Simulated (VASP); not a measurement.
Data:

```xyz
2
Lattice="4.3882 0.0000 0.0000 0.0000 4.3882 0.0000 0.0000 0.0000 4.3882" Properties=species:S:1:pos:R:3 pbc="T T T"
Cs     0.0000     0.0000     0.0000
Cl     2.1941     2.1941     2.1941
```

Computed with RPBE GGA, VASP's PBE PAW potentials (set 64) (plane waves; VASP). Settings: 520 eV cut-off, 6×6×6 Γ-centred mesh, Gaussian smearing of 0.050 eV, potentials Cs_sv Cl.

Task: Give the energy at these volumes per atom, relative to the lowest: 39.49, 40.75, 42.01, 43.27, 44.53 Å³.

Result: 6.3, 1.7, 0.0, 0.7, 3.4 meV/atom. A third-order Birch-Murnaghan fit gives B0 = 9.9 GPa and B0′ = 4.9.

The compound is CsCl in the CsCl type structure. It was relaxed first, which changed the volume by +21 %.
